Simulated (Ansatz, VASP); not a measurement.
## Cross-check of Se (dimer Se chain) between VASP and Ansatz

Aim: how closely do two programs agree when they are given the same cell, functional and k mesh? The structure shown is the start of the Ansatz relaxation below; VASP solves that cell, so the two are compared at the walk's first step.

Method: plane waves, with VASP 6.6.1 beside it; single point at PBE and single point at PBEsol, in Ansatz 0.2.0.

### 1. The structure

The cell holds 2 atoms: 2 Se. Its edges and angles: a = 7.500 Å, b = 7.500 Å, c = 4.560 Å, α = 90.0°, β = 90.0°, γ = 90.0°. Vacuum lies along a and b. The structure's axis is c.

Structure file:

```cif
data_structure
_symmetry_space_group_name_H-M 'P 1'
_symmetry_Int_Tables_number 1
_cell_length_a 7.5000
_cell_length_b 7.5000
_cell_length_c 4.5600
_cell_angle_alpha 90.000
_cell_angle_beta 90.000
_cell_angle_gamma 90.000
_cell_volume 256.50
loop_
_atom_site_label
_atom_site_type_symbol
_atom_site_fract_x
_atom_site_fract_y
_atom_site_fract_z
_atom_site_occupancy
Se1 Se 0.50000 0.50000 0.00000 1
Se2 Se 0.50000 0.50000 0.45000 1
```

### 2. Ansatz: relaxation, PBE

Ansatz runs on its default PAW (the set named soft_2) files.

The two programs are compared at the cell with which this relaxation starts, whose forces are those of its first step.

The input, input.yaml:

```yaml
crystal:
  lattice:
    - [7.5, 0.0, 0.0]
    - [0.0, 7.5, 0.0]
    - [0.0, 0.0, 4.56]
  atoms:
    - { symbol: Se, position: [0.5, 0.5, 0.0] }
    - { symbol: Se, position: [0.5, 0.5, 0.45] }
kpoints:
  mp_grid: { grid: [1, 1, 18] }
scf:
  occupations: { method: fermi_dirac, width: 0.05 }
hamiltonian:
  xc: pbe
relax:
  cell: { fix: [a, b, alpha, beta, gamma] }
  max_steps: 60
```

Started as:

```
$ ansatz run input.yaml --threads 4 --pin off --max-ram 8192MiB --backend cpu --events-out ev --progress --plain --runs-dir out
```

Numbers of over 12 decimals in the logs are rounded to 6 here.

Output:

```text
Engine: ansatz 0.2.0, aarch64-unknown-linux-gnu
Pseudopotentials: kind: paw
Pseudopotential: Se, paw, valence charge 16, recommended cutoff 420 eV (normal), Se.paw.azcp
Functional definition: PBE
  parameter kappa = 0.804
  parameter beta = 0.066725
  exchange = pbe_x(kappa = kappa, mu = beta*pi^2/3)
  correlation = pbe_c(beta = beta)
Crystal: 2 atoms, lattice volume = 256.500 Å³
Basis set: ecut = 420 eV, 5039 PW (Γ), exchange–correlation on 108×108×64 points (8 copies of the dense FFT grid, shifted against one another)
Bands: 20, of which v1, the nominal top of the filled ones, is band 16 counted from 1 (15 counted from 0)
Symmetry: 16 space group operations
Space group: P4/mmm (ITA 123), of the structure as read, at distance tolerance 6.4e-5 Å
k-points: 10 of 18
Non-local potential: Se, projectors of the file, l = 0: 2, l = 1: 2, l = 2: 3, l = 3: 1
PAW form: soft (Blöchl's): semilocal exchange-correlation on the pseudo side does not see the compensation charge
PAW one-centre angular grid: Se, 590 points (default); XC on 64 Gauss nodes
Initial density: superposition of atomic densities (neutral atoms: chi_scale 0, normalization atom), corrected by the library's trained network
Initial wavefunctions: pseudopotential atomic-orbital guess
Functional: x = pbe(κ = 0.804, μ = 0.219515), c = pbe(β = 0.066725)
SCF iter   1: F=—  HF=-10936.602706 eV  |F-HF|=—  |Δ(HF+E_count)|=         —  Δρ=2.28e-3  dr2=1.62e-2  ethr=1.77e-3  ⟨swp⟩=7.1  Hψ=1012  notcnv=0
preconditioner: auto → Resta (q_TF=auto, 1.929 Å⁻¹)  ε∞=1.7  [insulator: Δε(μ)=0.380 eV  Ē_g=8.478 eV  σ=0.050 eV  W_gap=0.96  n_scr=38 (ndim 8)  ℏωp=7.3 eV  f_vac=0.721  D(μ)=0.38/eV (n_scr^D=0)  ε∞_Penn≈1.7  vacuum switching on, ρ_ref=5.2e-3 e/Å³]
SCF iter   2: F=—  HF=-10936.598968 eV  |F-HF|=—  |Δ(HF+E_count)|=   3.74e-3  Δρ=9.84e-4  dr2=2.84e-3  ethr=5.05e-5  ⟨swp⟩=2.0  Hψ=360  notcnv=0
SCF iter   3: F=—  HF=-10936.599063 eV  |F-HF|=—  |Δ(HF+E_count)|=   9.53e-5  Δρ=1.62e-4  dr2=7.92e-5  ethr=8.87e-6  ⟨swp⟩=2.0  Hψ=295  notcnv=0
SCF iter   4: F=—  HF=-10936.599050 eV  |F-HF|=—  |Δ(HF+E_count)|=   1.34e-5  Δρ=6.28e-5  dr2=9.85e-6  ethr=2.48e-7  ⟨swp⟩=2.2  Hψ=296  notcnv=0
SCF iter   5: F=—  HF=-10936.599053 eV  |F-HF|=—  |Δ(HF+E_count)|=   3.41e-6  Δρ=8.44e-6  dr2=1.87e-7  ethr=3.08e-8  ⟨swp⟩=2.0  Hψ=255  notcnv=0
SCF iter   6: F=-10936.599053 eV  HF=-10936.599053 eV  |F-HF|=5.68e-10  |Δ(HF+E_count)|=   6.85e-9  Δρ=2.48e-6  dr2=1.58e-8  ethr=3.13e-10  ⟨swp⟩=4.1  Hψ=708  notcnv=0
SCF 1 converged in 6 iterations: F = -10936.599053 eV  dr2 = 1.58e-8
  greatest PAW one-centre occupation: 1.000 electrons in one spin orbital (limit 2), on the Se atom at site 1 (counted from 0), in its partial waves of l = 2
relax step   1: F+E_penalty+E_count = -10936.59905321 eV  Δ(F+E_penalty+E_count) = +0.000e0 eV  max|allowed force component| = 3.649e0 eV/Å  Δτ_max = 0.0000 Å  P = +2.838 GPa  Ω = 256.500 Å³  fix = [a, b, alpha, beta, gamma]  reactions: a +0.080, b +0.080 GPa  (6 SCF iters, dr2 threshold 1.00e-7 eV, accepted)
[...]
relax step   2: F+E_penalty+E_count = -10937.05676349 eV  Δ(F+E_penalty+E_count) = -4.577e-1 eV  max|allowed force component| = 2.187e-1 eV/Å  Δτ_max = 0.0501 Å  P = +0.284 GPa  Ω = 269.043 Å³  energy of the carried Pulay correction = -1.570e-4 eV  fix = [a, b, alpha, beta, gamma]  reactions: a +0.084, b +0.084 GPa  (5 SCF iters, dr2 threshold 2.00e-7 eV, accepted)
[...]
relax step   4: F+E_penalty+E_count = -10937.07309316 eV  Δ(F+E_penalty+E_count) = -6.846e-3 eV  max|allowed force component| = 8.468e-2 eV/Å  Δτ_max = 0.0158 Å  P = +0.047 GPa  Ω = 273.650 Å³  energy of the carried Pulay correction = -2.127e-4 eV  fix = [a, b, alpha, beta, gamma]  reactions: a +0.084, b +0.084 GPa  (4 SCF iters, dr2 threshold 2.00e-7 eV, accepted)
[...]
relax step   5: F+E_penalty+E_count = -10937.07329349 eV  Δ(F+E_penalty+E_count) = -2.003e-4 eV  max|allowed force component| = 5.964e-2 eV/Å  Δτ_max = 0.0059 Å  P = +0.106 GPa  Ω = 273.717 Å³  energy of the carried Pulay correction = -2.136e-4 eV  fix = [a, b, alpha, beta, gamma]  reactions: a +0.083, b +0.083 GPa  (4 SCF iters, dr2 threshold 2.00e-7 eV, accepted)
[...]
relax step   6: F+E_penalty+E_count = -10937.07353739 eV  Δ(F+E_penalty+E_count) = -2.439e-4 eV  max|allowed force component| = 1.754e-3 eV/Å  Δτ_max = 0.0000 Å  P = +0.052 GPa  Ω = 274.281 Å³  energy of the carried Pulay correction = -2.203e-4 eV  fix = [a, b, alpha, beta, gamma]  reactions: a +0.084, b +0.084 GPa  (3 SCF iters, dr2 threshold 2.00e-7 eV, accepted)
[...]
relax step   7: F+E_penalty+E_count = -10937.07372871 eV  Δ(F+E_penalty+E_count) = -1.913e-4 eV  max|allowed force component| = 1.297e-3 eV/Å  Δτ_max = 0.0000 Å  P = +0.052 GPa  Ω = 274.281 Å³  fix = [a, b, alpha, beta, gamma]  reactions: a +0.083, b +0.083 GPa  stress off target by 1.10e-2 GPa on what of the cell is left free  SCF on the basis re-selected at this cell (its energy is not comparable with the rows above)  (9 SCF iters)
basis re-selected at this cell: Δ(F+E_penalty+E_count) = -1.913e-4 eV, ΔP = -0.001 GPa vs the last step (what re-selecting the basis moved, of the pressure what is left beyond the Pulay correction that the steps carried, after the strain that the cell walked since its last selection, with what the two solves' SCF thresholds leave and, on support functions, any second-order correction that the steps lacked; it is no measure of the basis error at this ecutwfc). The dense FFT grid was sized anew with the basis: this SCF ran on 54×54×36 points, the steps before it on 54×54×32, so part of this shift can come from that change (see relax.cell in the input reference). [rest of the remark cut]
SCF converged after 9 iterations
Free energy (F): -10937.073729 eV
Harris-Foulkes:  -10937.073729 eV  (|F-HF|=3.64e-12)
Internal energy: -10937.064428 eV  (E = F + TS)
E sigma→0 (E₀):  -10937.069078 eV
Entropy (-TS):   -0.009301 eV (-4.650 meV/atom)
Fermi energy:    -3.053977 eV
--- Per-component energies (eV) ---
  E_band       = -1124.127643
  E_kinetic    = 232.770626
  E_local      = -9704.254797  (includes V_loc(G=0)·N_el)
  E_nonlocal   = -1189.014225
  E_hartree    = 4646.709823
  E_xc         = -205.399707
  E_vxc        = -192.107816  (∫ρ·V_xc dr)
  E_paw        = -3824.001823  (= ΣΔE_a)
  E_vpaw       = 435.059974  (= ΣTr[D̂ρ^β])
  E_aug_tail   = -0.001177  (compensation charges beyond the density's cutoff)
  E_ewald      = -893.873149
  E_smearing   = -0.009301  (= −TS)
  E_closure    = -0.000000  (closes the sum)
  Σ components = -10937.073729   (vs F -10937.073729, Δ=0.00e0)
--- Forces (eV/Å), atoms counted from 1 ---
  atom   1  Se     0.00000000     0.00000000    -0.00129696
  atom   2  Se     0.00000000     0.00000000     0.00129696
  max |Σ_I F_I| component: 2.17e-19 eV/Å
--- Stress (GPa, compression-positive) ---
        0.082978       0.000000       0.000000
        0.000000       0.082978       0.000000
        0.000000       0.000000      -0.011026
  P = ⅓ Tr σ = 0.0516 GPa (0.516 kbar)
--- Relaxed structure (6 steps of the walk, 6 accepted, 1 SCFs on fresh bases) ---
  F+E_penalty+E_count = -10937.07372871 eV   max|allowed force component| = 1.297e-3 eV/Å   (the final SCF, on the basis selected at the relaxed cell)
  cell:  # Å, volume = 274.2808 Å³
    - [7.5, 0.0, 0.0]
    - [0.0, 7.5, 0.0]
    - [0.0, 0.0, 4.876103]
  atoms:
    - { symbol: Se, position: [0.5, 0.5, -0.00443696] }
    - { symbol: Se, position: [0.5, 0.5, 0.454437] }
```

The column dr2 measures how far the density is from self-consistency, as an energy; F and HF (Harris–Foulkes) agree once it is small.

### 3. VASP: single point, PBE, start cell, pair 1

The same cell, functional, mesh and smearing now go to VASP, with its own data sets.

Lines of VASP's logs that name or quote its potential files are left out, and so is its time.

The input, INCAR:

```
SYSTEM = Se
PREC = Accurate
ENCUT = 400
EDIFF = 1E-06
NELM = 120
ISMEAR = -1
SIGMA = 0.05
LREAL = .FALSE.
ALGO = Normal
GGA = PE
NBANDS = 12
LORBIT = 11
LWAVE = .FALSE.
LCHARG = .FALSE.
ISIF = 2
LASPH = .TRUE.
GGA_COMPAT = .FALSE.
KPAR = 2
```

The input, POSCAR:

```
Se
1.0
    7.5000000000      0.0000000000      0.0000000000
    0.0000000000      7.5000000000      0.0000000000
    0.0000000000      0.0000000000      4.5600000000
Se
2
Direct
    0.5000000000      0.5000000000      0.0000000000
    0.5000000000      0.5000000000      0.4500000000
```

The input, KPOINTS:

```
Automatic mesh
0
Gamma
1 1 18
0 0 0
```

PAW data sets: Se (PBE family, release 64).

Started as:

```
$ mpirun -np 2 vasp_std
```

Output:

```text
[banner, memory and clock lines left out]
running    2 mpi-ranks, on    1 nodes
 distrk:  each k-point on    1 cores,    2 groups
 distr:  one band on    1 cores,    1 groups

 POSCAR found type information on POSCAR Se
 POSCAR found :  1 types and       2 ions
 LDA part: xc-table for (Slater+PW92), standard interpolation
 POSCAR, INCAR and KPOINTS ok, starting setup
 FFT: planning ... GRIDC
 FFT: planning ... GRID_SOFT
 FFT: planning ... GRID
 WAVECAR not read
 entering main loop
       N       E                     dE             d eps       ncg     rms          rms(c)
DAV:   1     0.761854995337E+02    0.76185E+02   -0.32083E+03   240   0.542E+02
DAV:   2     0.375359801981E+01   -0.72432E+02   -0.68375E+02   380   0.107E+02
DAV:   3    -0.530751610212E+01   -0.90611E+01   -0.88973E+01   292   0.484E+01
DAV:   4    -0.548110375058E+01   -0.17359E+00   -0.17341E+00   300   0.794E+00
DAV:   5    -0.548364058274E+01   -0.25368E-02   -0.25366E-02   340   0.866E-01    0.723E+00
DAV:   6    -0.545059870282E+01    0.33042E-01   -0.27591E-02   288   0.860E-01    0.427E+00
DAV:   7    -0.543500234548E+01    0.15596E-01   -0.45987E-02   276   0.109E+00    0.193E-01
DAV:   8    -0.543476615396E+01    0.23619E-03   -0.19683E-03   280   0.268E-01    0.530E-02
DAV:   9    -0.543495356543E+01   -0.18741E-03   -0.11434E-04   284   0.709E-02    0.292E-02
DAV:  10    -0.543529081973E+01   -0.33725E-03   -0.46885E-05   256   0.407E-02    0.155E-02
DAV:  11    -0.543552580883E+01   -0.23499E-03   -0.54919E-05   248   0.327E-02    0.128E-02
DAV:  12    -0.543557248652E+01   -0.46678E-04   -0.54452E-06   304   0.112E-02    0.406E-03
DAV:  13    -0.543561103664E+01   -0.38550E-04   -0.18403E-06   264   0.629E-03    0.418E-03
DAV:  14    -0.543562289175E+01   -0.11855E-04   -0.51262E-07   288   0.298E-03    0.167E-03
DAV:  15    -0.543562566404E+01   -0.27723E-05   -0.12239E-07   256   0.166E-03    0.642E-04
DAV:  16    -0.543562622908E+01   -0.56504E-06   -0.40584E-08   260   0.907E-04
   1 F= -.54356262E+01 E0= -.54332631E+01  d E =-.472617E-02
```

Parts of OUTCAR (step 3):

```text
ion  position               nearest neighbor table
   1  0.500  0.500  0.000-   2 2.05   2 2.51
   2  0.500  0.500  0.450-   1 2.05   1 2.51

  LATTYP: Found a simple tetragonal cell.
 ALAT       =     7.5000000000
 C/A-ratio  =     0.6080000000

 Subroutine GETGRP returns: Found 16 space group operations
 (whereof  8 operations were pure point group operations)

The static configuration has the point symmetry C_4v.
 The point group associated with its full space group is D_4h.

 Found     10 irreducible k-points:

   k-points           NKPTS =     10   k-points in BZ     NKDIM =     10   number of bands    NBANDS=     12

   dimension x,y,z NGX =    50 NGY =   50 NGZ =   30
   dimension x,y,z NGXF=   100 NGYF=  100 NGZF=   60

   ENCUT  =  400.0 eV  29.40 Ry    5.42 a.u.  12.23 12.23  7.44*2*pi/ulx,y,z

   NELECT =      12.0000    total number of electrons

 k-points in reciprocal lattice and weights: Automatic mesh
   0.00000000  0.00000000  0.00000000       0.056
   0.00000000  0.00000000  0.05555556       0.111
   0.00000000  0.00000000  0.11111111       0.111
   0.00000000  0.00000000  0.16666667       0.111
   0.00000000  0.00000000  0.22222222       0.111
   0.00000000  0.00000000  0.27777778       0.111
   0.00000000  0.00000000  0.33333333       0.111
   0.00000000  0.00000000  0.38888889       0.111
   0.00000000  0.00000000  0.44444444       0.111
   0.00000000  0.00000000  0.50000000       0.056

 average (electrostatic) potential at core
       1 -62.1666       2 -62.1666

 E-fermi :  -3.3927

 k-point     1 :       0.0000    0.0000    0.0000
  band No.  band energies     occupation
      1     -19.3387      2.00000
      2     -12.5703      2.00000
      3     -10.3337      2.00000
      4      -7.2387      2.00000
      5      -7.2387      2.00000
      6      -2.2383      0.00000
      7      -2.2383      0.00000
      8       0.0763      0.00000
      9       1.8713      0.00000
     10       2.9954      0.00000
    ...

 k-point     2 :       0.0000    0.0000    0.0556
  band No.  band energies     occupation
      1     -19.3230      2.00000
      2     -12.7805      2.00000
      3     -10.0772      2.00000
      4      -7.2200      2.00000
      5      -7.2200      2.00000
      6      -2.3156      0.00000
      7      -2.3156      0.00000
      8       0.0979      0.00000
      9       1.8934      0.00000
     10       3.0171      0.00000
    ...

 k-point     3 :       0.0000    0.0000    0.1111
  band No.  band energies     occupation
      1     -19.2763      2.00000
      2     -13.2427      2.00000
      3      -9.4761      2.00000
      4      -7.1645      2.00000
      5      -7.1645      2.00000
      6      -2.5298      0.00000
      7      -2.5298      0.00000
      8       0.1625      0.00000
      9       1.9595      0.00000
     10       3.0821      0.00000
    ...

  Total        0.1150525      0.1150525     13.6586673     -0.0000000     -0.0000000      0.0000000
  in kB        0.7186529      0.7186529     85.3162068     -0.0000000     -0.0000000      0.0000000
  external PRESSURE =      28.9178375 kB  Pullay stress =       0.0000000 kB

  energy-cutoff  :      400.00
  volume of cell :      256.50
      direct lattice vectors                 reciprocal lattice vectors
     7.500000000  0.000000000  0.000000000     0.133333333  0.000000000  0.000000000
     0.000000000  7.500000000  0.000000000     0.000000000  0.133333333  0.000000000
     0.000000000  0.000000000  4.560000000     0.000000000  0.000000000  0.219298246

 POSITION                                       TOTAL-FORCE (eV/Angst)
 -----------------------------------------------------------------------------------
      3.75000      3.75000      0.00000         0.000000      0.000000     -3.787456
      3.75000      3.75000      2.05200         0.000000     -0.000000      3.787456
 -----------------------------------------------------------------------------------
    total drift:                                0.000000     -0.000000     -0.000000

  FREE ENERGIE OF THE ION-ELECTRON SYSTEM (eV)
  ---------------------------------------------------
  free  energy   TOTEN  =        -5.4356262291 eV

  energy  without entropy=       -5.4309000595  energy(sigma->0) =       -5.43326314

 total charge
# of ion       s       p       d       tot
------------------------------------------
    1        1.514   2.276   0.093   3.884
    2        1.514   2.276   0.093   3.884
--------------------------------------------------
tot          3.028   4.553   0.187   7.768

[... 3 further parts left out ...]
```

### 4. Comparison

Known differences besides the potentials themselves: the data sets hold 32 valence electrons in Ansatz (on its default PAW (the set named soft_2) files) and 12 in VASP; the cutoff is 420 eV in Ansatz and 400 eV in VASP. Total energies have different zeros and are not compared.

Forces (eV/Å; atoms numbered as in POSCAR):

```csv
atom,"Ansatz x, y, z","VASP x, y, z"
Se1,"0.000, 0.000, -3.649","0.000, 0.000, -3.787"
Se2,"0.000, 0.000, 3.649","0.000, 0.000, 3.787"
```

The forces differ by 80 meV/Å r.m.s., which is 3.7 % of the r.m.s. force of 2.187 eV/Å (both taken over all components).

### 5. Further runs

Further runs change the set-up of one program: Ansatz's method, potentials or start, or VASP's data sets, cutoff or form of LDA. The table gives that difference for each run.

```csv
run,r.m.s. force difference (meV/Å)
as above,80
VASP with the data sets Se_sv_GW and a cutoff of 620 eV,12
```

### 6. Ansatz: relaxation, PBEsol

The two programs are compared at the cell with which this relaxation starts, whose forces are those of its first step.

The structure compared here is the start of the Ansatz relaxation; VASP solves that cell, so the two are compared at the walk's first step.

input.yaml, the sections that differ from step 2:

```yaml
crystal:
  lattice:
    - [7.5, 0.0, 0.0]
    - [0.0, 7.5, 0.0]
    - [0.0, 0.0, 4.56]
  atoms:
    - { symbol: Se, position: [0.5, 0.5, 0.0], spin: 0.3 }
    - { symbol: Se, position: [0.5, 0.5, 0.45], spin: 0.3 }
magnetization:
  spin_polarized: true
hamiltonian:
  xc: pbesol
# kpoints, scf, relax: as in step 2
```

Started as:

```
$ ansatz run input.yaml --threads 4 --pin off --max-ram 8192MiB --backend cpu --events-out ev --progress --plain --runs-dir out
```

Output:

```text
[...]
Crystal: 2 atoms, lattice volume = 256.500 Å³
Basis set: ecut = 420 eV, 5039 PW (Γ), exchange–correlation on 108×108×64 points (8 copies of the dense FFT grid, shifted against one another)
Bands: 21, of which v1, the nominal top of the filled ones, is band 16 counted from 1 (15 counted from 0)
Symmetry: 16 space group operations
[...]
0.000000       0.078848       0.000000
        0.000000       0.000000       0.006863
  P = ⅓ Tr σ = 0.0549 GPa (0.549 kbar)
--- Relaxed structure (5 steps of the walk, 5 accepted, 1 SCFs on fresh bases) ---
[...]
cell:  # Å, volume = 270.0612 Å³
    - [7.5, 0.0, 0.0]
    - [0.0, 7.5, 0.0]
    - [0.0, 0.0, 4.801089]
  atoms:
    - { symbol: Se, position: [0.5, 0.5, -0.00737568] }
    - { symbol: Se, position: [0.5, 0.5, 0.457376] }
[key lines of the parts left out:]
SCF converged after 14 iterations
Magnetization: -0.0000 μB (16.0000 up, 16.0000 down)
Free energy (F): -10847.066085 eV
Fermi energy:    -3.029729 eV
```

[end of part 1 of 2]

[Lines on the potential files, build, host, timing and source positions are cut from VASP's logs without a mark.]

[Logs are printed without paths, hosts, clocks, repeated set-up lines and the standing remarks that a program may print on its own settings, such as how far it seeks lower states.]

[Hosts, paths, dates, database ids (printed as entryN), source tags and the programs' standing remarks are cut or masked in the printed files.]
